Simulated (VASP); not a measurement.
Consider the following.

```xyz
2
Lattice="0.0000 2.2625 2.2625 2.2625 0.0000 2.2625 2.2625 2.2625 0.0000" Properties=species:S:1:pos:R:3 pbc="T T T"
Ga     0.0000     0.0000     0.0000
N      1.1313     1.1313     1.1313
```

Method: rev-vdW-DF2, VASP's PBE PAW potentials (set 64) (plane waves; VASP). Settings: 520 eV cut-off, Gaussian smearing of 0.050 eV, potentials Ga_d N.

Problem. Give the energies of bands 7 to 11 at the high-symmetry points, in eV from the valence-band maximum.

Solution. 
```
band      Γ      X      U      L      W
----  -----  -----  -----  -----  -----
7      0.00  -6.09  -5.84  -6.97  -5.67
8      0.00  -2.66  -4.19  -0.95  -3.64
9      0.00  -2.66  -2.14  -0.95  -3.58
10     1.64   3.34   4.96   4.51   6.18
11    10.16   6.53   7.69   8.64   8.17
```

The gap is direct, 1.64 eV, from the valence maximum at Γ to the conduction minimum at Γ.

The compound is GaN in the zinc blende structure, a metastable form; wurtzite is the usual one. It was relaxed first.
